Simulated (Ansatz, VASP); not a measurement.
**In7Sb7H18 (InSb wire along [111], 14 atoms a period, H-terminated): VASP beside Ansatz**

Wanted: the spread between two codes on one cell, functional and k mesh. The cell is taken from a series of runs on this material, whose earlier steps may have relaxed, scaled, displaced or heated it; both programs get it as it stands.

Calculated with Ansatz 0.2.0; plane waves, with VASP 6.6.1 beside it; single point at HSE06.

**1. The starting structure**

The cell holds 32 atoms: 7 In, 7 Sb and 18 H. Cell: a = 14.395 Å, b = 15.541 Å, c = 11.602 Å, α = 90.0°, β = 90.0°, γ = 90.0°. Vacuum lies along a and b. The structure's axis is c.

**2. VASP: single point, HSE06**

With cell and atoms fixed, the geometry can't cause a difference; cores, projectors, grids and the points listed under the comparison can.

Lines of VASP's logs that name or quote its potential files are left out, and so is its time.

The run reads the wave functions of an earlier VASP run, which isn't shown here.

The input, INCAR:

```
SYSTEM = In7Sb7H18
PREC = Accurate
ENCUT = 400
EDIFF = 1E-06
NELM = 100
ISMEAR = -1
SIGMA = 0.05
LREAL = Auto
ALGO = Normal
LHFCALC = .TRUE.
AEXX = 0.25
GGA = PE
HFSCREEN = 0.208
LASPH = .TRUE.
NBANDS = 94
PRECFOCK = Fast
LORBIT = 11
LWAVE = .FALSE.
LCHARG = .FALSE.
ISIF = 2
```

The input, POSCAR:

```
In7Sb7H18
1.0
   14.3950000000      0.0000000000      0.0000000000
    0.0000000000     15.5410000000      0.0000000000
    0.0000000000      0.0000000000     11.6021899822
In Sb H
7 7 18
Direct
    0.3280819560      0.4089217010      0.9873911190
    0.5000000000      0.6848672520      0.9873330510
    0.3334544220      0.5900688720      0.3224572660
    0.5000000000      0.3227882470      0.3225088870
    0.6665455780      0.5900688720      0.3224572660
    0.5000000000      0.5009708890      0.7065853330
    0.6719180440      0.4089217010      0.9873911190
    0.3453222490      0.4182296110      0.2396837290
    0.5000000000      0.6664546530      0.2396278860
    0.6546777510      0.4182296110      0.2396837290
    0.3516153310      0.5803175420      0.5743972300
    0.5000000000      0.3422281940      0.5744198170
    0.6483846690      0.5803175420      0.5743972300
    0.5000000000      0.5009157840      0.9467647680
    0.2302367650      0.6451406840      0.2972194300
    0.5000000000      0.2124368310      0.2972000400
    0.7697632350      0.6451406840      0.2972194300
    0.2520375330      0.3683534940      0.3031607210
    0.5000000000      0.7662063390      0.3031215750
    0.7479624670      0.3683534940      0.3031607210
    0.2506579490      0.5402966630      0.6310765810
    0.3385185740      0.6812865360      0.6311344320
    0.4121279950      0.2812162800      0.6310918440
    0.5878720050      0.2812162800      0.6310918440
    0.6614814260      0.6812865360      0.6311344320
    0.7493420510      0.5402966630      0.6310765810
    0.2349576180      0.4747209900      0.9520908150
    0.3431155010      0.3012890730      0.9522203060
    0.3918516170      0.7265356130      0.9520438470
    0.6081483830      0.7265356130      0.9520438470
    0.6568844990      0.3012890730      0.9522203060
    0.7650423820      0.4747209900      0.9520908150
```

The input, KPOINTS:

```
Automatic mesh
0
Gamma
1 1 3
0 0 0
```

The projector-augmented-wave data sets are In_d, Sb and H (PBE family, release 64).

Launch:

```
$ export OMP_NUM_THREADS=4
$ mpirun -np 1 vasp_std
```

Numbers of over 12 decimals in the logs are rounded to 6 here.

The program printed:

```text
[banner, memory and clock lines left out]
running    1 mpi-ranks, on    1 nodes
[...]
Offloading initialized ...    1 GPUs detected
[...]
LDA part: xc-table for (Slater+PW92), standard interpolation
 found WAVECAR, reading the header
 POSCAR, INCAR and KPOINTS ok, starting setup
[...]
reading WAVECAR
 the WAVECAR file was read successfully
 initial charge from wavefunction
 entering main loop
       N       E                     dE             d eps       ncg     rms          rms(c)
DAV:   1    -0.120166888290E+03   -0.12017E+03   -0.15223E+01   470   0.131E+01    0.483E+01
DAV:   2    -0.120299759523E+03   -0.13287E+00   -0.65310E-01   512   0.274E+00    0.320E+01
DAV:   3    -0.120297363117E+03    0.23964E-02   -0.54830E-02   528   0.937E-01    0.216E+01
DAV:   4    -0.120293296484E+03    0.40666E-02   -0.49495E-03   552   0.292E-01    0.131E+01
[...]
DAV:  41    -0.120292135021E+03   -0.11950E-05   -0.43727E-09   296   0.138E-04    0.201E-04
DAV:  42    -0.120292136086E+03   -0.10648E-05   -0.36182E-09   288   0.135E-04    0.185E-04
DAV:  43    -0.120292137037E+03   -0.95087E-06   -0.31890E-09   296   0.117E-04
   1 F= -.12029214E+03 E0= -.12029214E+03  d E =-.106078E-09
```

From OUTCAR (step 2):

```text
  Total       -6.7371664     -6.7138006     -6.3820267      0.0000000     -0.0012998      0.0000000
  in kB       -4.1586968     -4.1442736     -3.9394773      0.0000000     -0.0008023      0.0000000
  external PRESSURE =      -4.0808159 kB  Pullay stress =       0.0000000 kB

 POSITION                                       TOTAL-FORCE (eV/Angst)
 -----------------------------------------------------------------------------------
      4.72274      6.35505     11.45590         0.062227      0.034815      0.069884
      7.19750     10.64352     11.45523         0.000000     -0.066777      0.070243
      4.80008      9.17026      3.74121         0.038966     -0.019198     -0.034427
      7.19750      5.01645      3.74181         0.000000      0.044350     -0.036418
      9.59492      9.17026      3.74121        -0.038966     -0.019198     -0.034427
      7.19750      7.78559      8.19794         0.000000      0.003114     -0.042368
      9.67226      6.35505     11.45590        -0.062227      0.034815      0.069884
      4.97091      6.49971      2.78086        -0.071677     -0.049279      0.125245
      7.19750     10.35737      2.78021         0.000000      0.086543      0.123642
      9.42409      6.49971      2.78086         0.071677     -0.049279      0.125245
      5.06150      9.01871      6.66427        -0.144720      0.086339      0.188296
      7.19750      5.31857      6.66453         0.000000     -0.159161      0.188978
      9.33350      9.01871      6.66427         0.144720      0.086339      0.188296
      7.19750      7.78473     10.98454         0.000000     -0.001282     -0.205957
[...]
-----------------------------------------------------------------------------------
    total drift:                               -0.000000     -0.054903     -0.199790

  FREE ENERGIE OF THE ION-ELECTRON SYSTEM (eV)
  ---------------------------------------------------
  free  energy   TOTEN  =      -120.2921370368 eV

  energy  without entropy=     -120.2921370367  energy(sigma->0) =     -120.29213704

[... 3 further parts left out ...]
[key lines of the parts left out:]
E-fermi :  -3.0504
```

**3. Ansatz: single point, HSE06**

Ansatz runs on its PAW soft_1 files.

The same cell, functional, mesh and smearing now go to Ansatz, which takes its cutoff from its data sets.

The input, input.yaml:

```yaml
crystal:
  lattice:
    - [14.395, 0.0, 0.0]
    - [0.0, 15.541, 0.0]
    - [0.0, 0.0, 11.6021899822]
  atoms:
    - { symbol: In, position: [0.328081956, 0.408921701, 0.987391119] }
    - { symbol: In, position: [0.5, 0.684867252, 0.987333051] }
    - { symbol: Sb, position: [0.345322249, 0.418229611, 0.239683729] }
    - { symbol: Sb, position: [0.5, 0.666454653, 0.239627886] }
    - { symbol: Sb, position: [0.654677751, 0.418229611, 0.239683729] }
    - { symbol: H, position: [0.230236765, 0.645140684, 0.29721943] }
    - { symbol: H, position: [0.5, 0.212436831, 0.29720004] }
    - { symbol: H, position: [0.769763235, 0.645140684, 0.29721943] }
    - { symbol: H, position: [0.252037533, 0.368353494, 0.303160721] }
    - { symbol: H, position: [0.5, 0.766206339, 0.303121575] }
    - { symbol: H, position: [0.747962467, 0.368353494, 0.303160721] }
    - { symbol: In, position: [0.333454422, 0.590068872, 0.322457266] }
    - { symbol: In, position: [0.5, 0.322788247, 0.322508887] }
    - { symbol: In, position: [0.666545578, 0.590068872, 0.322457266] }
    - { symbol: Sb, position: [0.351615331, 0.580317542, 0.57439723] }
    - { symbol: Sb, position: [0.5, 0.342228194, 0.574419817] }
    - { symbol: Sb, position: [0.648384669, 0.580317542, 0.57439723] }
    - { symbol: H, position: [0.250657949, 0.540296663, 0.631076581] }
    - { symbol: H, position: [0.338518574, 0.681286536, 0.631134432] }
    - { symbol: H, position: [0.412127995, 0.28121628, 0.631091844] }
    - { symbol: H, position: [0.587872005, 0.28121628, 0.631091844] }
    - { symbol: H, position: [0.661481426, 0.681286536, 0.631134432] }
    - { symbol: H, position: [0.749342051, 0.540296663, 0.631076581] }
    - { symbol: In, position: [0.5, 0.500970889, 0.706585333] }
    - { symbol: Sb, position: [0.5, 0.500915784, 0.946764768] }
    - { symbol: H, position: [0.234957618, 0.47472099, 0.952090815] }
    - { symbol: H, position: [0.343115501, 0.301289073, 0.952220306] }
    - { symbol: H, position: [0.391851617, 0.726535613, 0.952043847] }
    - { symbol: H, position: [0.608148383, 0.726535613, 0.952043847] }
    - { symbol: H, position: [0.656884499, 0.301289073, 0.952220306] }
    - { symbol: H, position: [0.765042382, 0.47472099, 0.952090815] }
    - { symbol: In, position: [0.671918044, 0.408921701, 0.987391119] }
kpoints:
  mp_grid: { grid: [1, 1, 3] }
scf:
  occupations: { method: fermi_dirac, width: 0.05 }
hamiltonian:
  xc: hse06
  pseudopotentials: { kind: paw, azcp: { folder: soft_1 } }
```

Launch:

```
$ ansatz run input.yaml --threads 4 --pin off --max-ram 16384MiB --backend cpu --events-out ev --progress --plain --runs-dir out
```

The program printed:

```text
Engine: ansatz 0.2.0, aarch64-unknown-linux-gnu
Pseudopotentials: kind: paw
Pseudopotential: In, paw, valence charge 13, recommended cutoff 420 eV (normal), soft_1/In.paw.azcp
Pseudopotential: Sb, paw, valence charge 15, recommended cutoff 420 eV (normal), soft_1/Sb.paw.azcp
Pseudopotential: H, paw, valence charge 1, recommended cutoff 420 eV (normal), soft_1/H.paw.azcp
Functional definition: HSE06
  parameter a = 0.25
  parameter omega = 0.11/bohr
  exchange = pbe_x - a*pbe_x_sr(omega) + a*exact_x_sr(omega)
  correlation = pbe_c
Crystal: 32 atoms, lattice volume = 2595.557 Å³
Basis set: ecut = 420 eV, 50745 PW (Γ)
Bands: 139, of which v1, the nominal top of the filled ones, is band 107 counted from 1 (106 counted from 0)
Symmetry: 2 space group operations
Space group: Pm (ITA 6), of the structure as read, at distance tolerance 1.4e-4 Å
k-points: 2 of 3 (time reversal used)
Non-local potential: In, projectors of the file, l = 0: 2, l = 1: 2, l = 2: 2, l = 3: 1
Non-local potential: Sb, projectors of the file, l = 0: 2, l = 1: 2, l = 2: 2, l = 3: 1
Non-local potential: H, projectors of the file, l = 0: 2, l = 1: 1
PAW form: soft (Blöchl's): semilocal exchange-correlation on the pseudo side does not see the compensation charge
PAW frozen core: In, regenerated for the run's functional, and the local potential with it (the file was generated under x = pbe(κ = 0.804, μ = 0.219515), c = pbe(β = 0.066725))
PAW frozen core: Sb, regenerated for the run's functional, and the local potential with it (the file was generated under x = pbe(κ = 0.804, μ = 0.219515), c = pbe(β = 0.066725))
PAW one-centre angular grid: In, 590 points (default); XC on 64 Gauss nodes
PAW one-centre angular grid: Sb, 590 points (default); XC on 64 Gauss nodes
PAW one-centre angular grid: H, 110 points (default); XC on 64 Gauss nodes
Initial density: superposition of atomic densities (neutral atoms: chi_scale 0, normalization atom)
Initial wavefunctions: pseudopotential atomic-orbital guess
Functional: x = pbe(κ = 0.804, μ = 0.219515), c = pbe(β = 0.066725), warm-up for x = pbe(κ = 0.804, μ = 0.219515) + 0.25 (exact − pbe) at short range (hse, ω = 0.207870 Å⁻¹), c = pbe(β = 0.066725); HSE06 as pw.x's `hse` composes it (authors' and Libxc's form: `xc: wpbeh`)
iter 1 solved again at ethr=8.40e-3 eV; its pass at ethr=1.00e-1 eV (dr2=1.80e1 eV) is discarded
SCF iter   1: F=—  HF=-84861.352430 eV  |F-HF|=—  |Δ(HF+E_count)|=         —  Δρ=2.52e-2  dr2=1.81e1  ethr=8.40e-3  ⟨swp⟩=11.5  Hψ=1506  notcnv=0
preconditioner: auto → none  [insulator: Δε(μ)=2.473 eV  Ē_g=12.768 eV  σ=0.050 eV  W_gap=1.00  n_scr=254 (ndim 8)  ℏωp=8.7 eV  f_vac=0.654  D(μ)=0.00/eV (n_scr^D=0)]
SCF iter   2: F=—  HF=-84856.564537 eV  |F-HF|=—  |Δ(HF+E_count)|=    4.79e0  Δρ=7.95e-3  dr2=3.26e0  ethr=8.40e-3  ⟨swp⟩=7.0  Hψ=758  notcnv=0
SCF iter   3: F=—  HF=-84856.138353 eV  |F-HF|=—  |Δ(HF+E_count)|=   4.26e-1  Δρ=4.48e-3  dr2=1.43e0  ethr=1.52e-3  ⟨swp⟩=10.0  Hψ=875  notcnv=0  defer=1
iter 4 solved again at ethr=1.46e-5 eV; its pass at ethr=6.68e-4 eV (dr2=3.12e-2 eV) is discarded
SCF iter   4: F=—  HF=-84855.814937 eV  |F-HF|=—  |Δ(HF+E_count)|=   3.23e-1  Δρ=1.25e-3  dr2=3.38e-2  ethr=1.46e-5  ⟨swp⟩=5.0  Hψ=1502  notcnv=0  defer=1
SCF iter   5: F=—  HF=-84855.816523 eV  |F-HF|=—  |Δ(HF+E_count)|=   1.59e-3  Δρ=4.78e-4  dr2=5.08e-3  ethr=1.46e-5  ⟨swp⟩=7.0  Hψ=644  notcnv=0  defer=2
SCF iter   6: F=—  HF=-84855.817175 eV  |F-HF|=—  |Δ(HF+E_count)|=   6.52e-4  Δρ=1.63e-4  dr2=2.04e-3  ethr=2.37e-6  ⟨swp⟩=5.0  Hψ=631  notcnv=0  defer=1
SCF iter   7: F=-84855.816810 eV  HF=-84855.816861 eV  |F-HF|=5.08e-5  |Δ(HF+E_count)|=   3.14e-4  Δρ=6.26e-5  dr2=1.17e-4  ethr=9.51e-7  ⟨swp⟩=4.5  Hψ=534  notcnv=0  defer=1
SCF 1 stopped early in 7 iterations: F = -84855.816810 eV  dr2 = 1.17e-4
  greatest PAW one-centre occupation: 0.995 electrons in one spin orbital (limit 2), on the Sb atom at site 15 (counted from 0), in its partial waves of l = 2
Initial density: handed on by an earlier stage of this run
Initial wavefunctions: those handed on with the density
Functional: x = pbe(κ = 0.804, μ = 0.219515) + 0.25 (exact − pbe) at short range (hse, ω = 0.207870 Å⁻¹), c = pbe(β = 0.066725); HSE06 as pw.x's `hse` composes it (authors' and Libxc's form: `xc: wpbeh`)
Exchange kernel: α = 0.2500, screened, ω = 0.2079 Å⁻¹, Wigner–Seitz truncation, v(0) = 1033.4315 eV·Å³, q-mesh 1×1×3, nearest image of the exchange supercell L = 14.39 Å, pair-density grid 64×72×54, without the augmentation charges, whose exchange is taken in its separable form by FFT convolution over the k-point mesh (sized by the pseudopotential files, 100×108×80 at the most)
Frozen-core exchange: fock
SCF iter   1: F=—  HF=-84914.192820 eV  |F-HF|=—  |Δ(HF+E_count)|=         —  Δρ=2.08e-3  dr2=7.38e-2  ethr=5.49e-7  ⟨swp⟩=19.0  Hψ=1838  notcnv=0
preconditioner: auto → none  [insulator: Δε(μ)=3.087 eV  Ē_g=14.545 eV  σ=0.050 eV  W_gap=1.00  n_scr=254 (ndim 8)  ℏωp=8.7 eV  f_vac=0.695  D(μ)=0.00/eV (n_scr^D=0)]
[...]
SCF iter   3: F=—  HF=-84914.227659 eV  |F-HF|=—  |Δ(HF+E_count)|=   5.24e-2  Δρ=4.66e-4  dr2=5.70e-3  ethr=5.49e-7  ⟨swp⟩=6.0  Hψ=1062  notcnv=0  defer=1
SCF iter   4: F=—  HF=-84914.226748 eV  |F-HF|=—  |Δ(HF+E_count)|=   9.10e-4  Δρ=1.06e-4  dr2=1.23e-3  ethr=5.49e-7  ⟨swp⟩=5.0  Hψ=732  notcnv=0
SCF iter   5: F=—  HF=-84914.226487 eV  |F-HF|=—  |Δ(HF+E_count)|=   2.61e-4  Δρ=4.43e-5  dr2=1.42e-4  ethr=4.85e-7  ⟨swp⟩=4.0  Hψ=541  notcnv=0
SCF iter   6: F=—  HF=-84914.227349 eV  |F-HF|=—  |Δ(HF+E_count)|=   8.62e-4  Δρ=4.46e-5  dr2=7.70e-5  ethr=1.73e-8  ⟨swp⟩=8.0  Hψ=1058  notcnv=0  defer=1
SCF iter   7: F=-84914.227329 eV  HF=-84914.227330 eV  |F-HF|=9.49e-7  |Δ(HF+E_count)|=   1.95e-5  Δρ=8.25e-6  dr2=4.72e-6  ethr=1.73e-8  ⟨swp⟩=4.0  Hψ=578  notcnv=0
SCF 2 stopped early in 7 iterations: F = -84914.227329 eV  dr2 = 4.72e-6
  greatest PAW one-centre occupation: 0.995 electrons in one spin orbital (limit 2), on the Sb atom at site 16 (counted from 0), in its partial waves of l = 2
hybrid outer 1: dexx = +5.797e-2 eV, tail = 1.45e-4 eV
Exchange kernel: α = 0.2500, screened, ω = 0.2079 Å⁻¹, Wigner–Seitz truncation, v(0) = 1033.4315 eV·Å³, q-mesh 1×1×3, nearest image of the exchange supercell L = 14.39 Å, pair-density grid 64×72×54, without the augmentation charges, whose exchange is taken in its separable form by FFT convolution over the k-point mesh (sized by the pseudopotential files, 100×108×80 at the most)
Frozen-core exchange: fock
SCF iter   1: F=—  HF=-84914.226249 eV  |F-HF|=—  |Δ(HF+E_count)|=         —  Δρ=1.60e-5  dr2=6.53e-6  ethr=3.39e-7  ⟨swp⟩=20.0  Hψ=785  notcnv=2
preconditioner: auto → none  [insulator: Δε(μ)=3.119 eV  Ē_g=14.512 eV  σ=0.050 eV  W_gap=1.00  n_scr=254 (ndim 8)  ℏωp=8.7 eV  f_vac=0.697  D(μ)=0.00/eV (n_scr^D=0)]
iter 2 solved again at ethr=2.01e-10 eV; its pass at ethr=2.36e-9 eV (dr2=4.30e-7 eV) is discarded
SCF iter   2: F=—  HF=-84914.226250 eV  |F-HF|=—  |Δ(HF+E_count)|=   1.45e-6  Δρ=5.01e-6  dr2=6.89e-7  ethr=2.01e-10  ⟨swp⟩=5.0  Hψ=1330  notcnv=0  defer=2
SCF iter   3: F=—  HF=-84914.226252 eV  |F-HF|=—  |Δ(HF+E_count)|=   1.96e-6  Δρ=3.02e-6  dr2=2.27e-7  ethr=1.99e-10  ⟨swp⟩=7.5  Hψ=859  notcnv=0  defer=7
SCF iter   4: F=-84914.226252 eV  HF=-84914.226252 eV  |F-HF|=8.92e-9  |Δ(HF+E_count)|=   4.51e-8  Δρ=1.05e-6  dr2=2.08e-8  ethr=9.91e-11  ⟨swp⟩=5.0  Hψ=582  notcnv=0  defer=5
SCF 3 converged in 4 iterations: F = -84914.226252 eV  dr2 = 2.08e-8
hybrid outer 2: dexx = +2.293e-6 eV, tail = 9.23e-8 eV, Δε = 1.80e-3 eV (about 6.51e-5 eV left of the loop's levels)
hybrid SCF converged: 2 outer / 11 inner (+7 warm-up), last move |dexx| = 2.29e-6 eV, tail = 9.23e-8 eV
Stability not checked: this state was not tested for a lower state beside it, because the functional holds exact exchange (a hybrid, or Hartree-Fock), whose exchange loop this test does not read (fock_operator; see scf.lower_state_search)
Free energy (F): -84914.226252 eV
Frozen-core exchange: fock
Harris-Foulkes:  -84914.226252 eV  (|F-HF|=8.92e-9)
Internal energy: -84914.226252 eV  (E = F + TS)
E sigma→0 (E₀):  -84914.226252 eV
Fermi energy:    -2.170418 eV
--- Per-component energies (eV) ---
  E_band       = -4223.901935
  E_kinetic    = 2889.790479
  E_local      = -72440.621655  (includes V_loc(G=0)·N_el)
  E_nonlocal   = 5018.232963
  E_hartree    = 33325.661129
  E_xc         = -1471.224526
  E_vxc        = -1155.545238  (∫ρ·V_xc dr)
  E_exx        = -540.694681  (= α·E_x^exact, valence–valence)
  E_paw        = -61189.053597  (= ΣΔE_a)
  E_vpaw       = -4105.687324  (= ΣTr[D̂ρ^β])
  E_aug_tail   = -0.013324  (compensation charges beyond the density's cutoff)
  E_ewald      = 9489.941146
  E_core_change = 3.755813  (= ΣΔE_core)
  E_smearing   = -0.000000  (= −TS)
  E_closure    = -0.000000  (closes the sum)
  Σ components = -84914.226252   (vs F -84914.226252, Δ=1.46e-11)
--- Band table (eV) ---
  k-point 0: bands = [... 103 lower, -4.1664, -3.9875, -3.9874, -3.7080, -0.5670]
  k-point 1: bands = [... 103 lower, -4.1813, -4.0738, -3.9013, -3.9013, -0.5886]
  guard bands above this table: 31 of the run's 139 bands. The solve was not asked for them (output.publish_guard_bands: true or output.eigenvalues: true publishes all)
```

**4. Differences**

Known differences besides the potentials themselves: exact exchange at q = 0 is treated differently, which shows on coarse meshes; VASP keeps PBE cores, Ansatz makes them for the functional; the data sets hold 214 valence electrons in Ansatz (on its PAW soft_1 files) and 144 in VASP; the cutoff is 420 eV in Ansatz and 400 eV in VASP (PREC = Accurate, projectors in real space); VASP takes a coarser grid for exact exchange (PRECFOCK = Fast). Total energies have different zeros and are not compared.

The two programs side by side:

```csv
quantity,Ansatz,VASP,difference
gap on the k mesh (eV),3.119,3.142,-0.022
```

A gap on the mesh is an upper bound, since the band edges may lie between its points.

**5. Outcome**

```json
{
  "difference in gap on the k mesh (single point, HSE06)": "-0.022 eV"
}
```

The difference in gap on the k mesh is -0.022 eV (single point, HSE06), within the 0.08 eV picked in this series as the mark of a large difference. The data sets hold unlike numbers of valence electrons (214 in Ansatz and 144 in VASP), so part of the differences comes from the potentials. Such differences can come from data sets, numerical settings and the points named under the comparisons, not from the functional's error against experiment.

[Lines on the potential files, build, host, timing and source positions are cut from VASP's logs without a mark.]

[Logs are printed without paths, hosts, clocks, repeated set-up lines and the standing remarks that a program may print on its own settings, such as how far it seeks lower states.]

[Hosts, paths, dates, database ids (printed as entryN), source tags and the programs' standing remarks are cut or masked in the printed files.]
